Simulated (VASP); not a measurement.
```
LiCl
1.0
    0.00000     2.62033     2.62033
    2.62033     0.00000     2.62033
    2.62033     2.62033     0.00000
Li Cl
1 1
Direct
  0.00000   0.00000   0.00000
  0.50000   0.50000   0.50000
```

These are revPBE GGA, VASP's PBE PAW potentials (set 64) (plane waves; VASP 6.6.1) values and carry that method's errors. Run with 520 eV cut-off, 10×10×10 Γ-centred mesh, tetrahedra with Blöchl corrections, potentials Li_sv Cl.

**Question.** Estimate the energy per atom (σ→0), band gap (on the k-mesh) with the smallest direct gap where there is one.

**Answer.** 
The band gap (on the k-mesh) comes out as 6.20 eV, the smallest direct gap (on the k-mesh) comes out as 6.20 eV and the energy per atom (σ→0) is -3.512 eV/atom.

Only differences to runs with the same potentials and settings are physical.

The compound is LiCl in the rock salt structure. It was relaxed first, which changed the volume by +6 %.
